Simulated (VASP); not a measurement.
The input files of a VASP run:

### POSCAR
```
Mg
1.0
  1.5926911797  -2.7586224874   0.0000000000
  1.5926911797   2.7586224874   0.0000000000
  0.0000000000   0.0000000000   5.0994594159
Mg
2
Cartesian
  1.5926911797   0.9195426682   1.2748648540
  1.5926911797  -0.9195426682   3.8245945619
```

**KPOINTS**
```
Regular mesh
0
gamma
  12 12 8
```

INCAR:
```
SYSTEM = Mg
PREC = Accurate
ENCUT = 480
EDIFF = 1E-7
NELM = 100
ALGO = Normal
LREAL = .FALSE.
LASPH = .TRUE.
ISMEAR = 1
SIGMA = 0.1
METAGGA = R2SCAN
LMIXTAU = .TRUE.
LWAVE = .FALSE.
LCHARG = .FALSE.
ISIF = 2
```

POTCAR, in this order: Mg (PBE.64 set). Program: vasp_std.

Task: Write an equivalent input for Ansatz.

Result: One equivalent input (not run):
Ansatz 0.2 input:
```yaml
crystal:
  lattice:
    - [1.5926912, -2.7586225, 0.0000000]
    - [1.5926912, 2.7586225, 0.0000000]
    - [0.0000000, 0.0000000, 5.0994594]
  atoms:
    - { symbol: Mg, position: [0.3333330, 0.6666670, 0.2500000] }
    - { symbol: Mg, position: [0.6666670, 0.3333330, 0.7500000] }
kpoints:
  mp_grid: { grid: [12, 12, 8] }
hamiltonian:
  xc: r2scan
  pseudopotentials: { kind: paw }
scf:
  occupations: { method: methfessel_paxton, width: 0.1 }
  max_iter: 100
output: { forces: true, stress: true, eigenvalues: true }
```
Limits of the translation: each code has its own PAW files, so the cut-off isn't converted (ENCUT is set for VASP's; basis.ecutwfc is left out, and Ansatz then takes the one that its files recommend); Ansatz stops its SCF on the density residual and VASP on the energy change (EDIFF).

The compound is Mg in the hcp structure. It was relaxed first.
